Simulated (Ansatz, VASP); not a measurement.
## SiSbTe3: VASP beside Ansatz

```
Si Sb Te
1.0
     5.29309    0.00000    0.00000
     0.00000    5.29309    0.00000
     0.00000    0.00000    5.29309
Si Sb Te
1 1 3
Direct
  0.00000 0.00000 0.00000
  0.50000 0.50000 0.50000
  0.50000 0.00000 0.00000
  0.00000 0.50000 0.00000
  0.00000 0.00000 0.50000
```

Alike in both runs: functional PBE; k mesh 4 × 4 × 4; occupations gaussian, width 0.1 eV; no spin polarisation.

Ansatz relaxed the structure, and its values are those at the end. VASP's run is a single point on that final structure, the one shown.

|  | VASP | Ansatz |
| --- | --- | --- |
| version | VASP 6.6.1 | Ansatz 0.2.0 |
| potentials or method | VASP PAW PBE potentials, release 64 (Si, Sb, Te) | scalar-relativistic, plane waves, PAW |
| plane-wave cutoff (eV) | 520 | 420 |
| valence electrons in the cell | 27 | 67 |

|  | VASP | Ansatz | Ansatz less VASP |
| --- | --- | --- | --- |
| gap on the k mesh at the Fermi level (eV) | none | none | - |
| pressure (GPa) | 0.1 | 0.1 | +0.01 |

A gap of «none» marks a metal or a gap that the smearing closes. The functional is the same, so the differences come from potentials, cutoffs and numerics. The two sets of potentials don't hold the same shells in valence.

The runs have no spin-orbit coupling, so splittings on Sb, Te are missing.
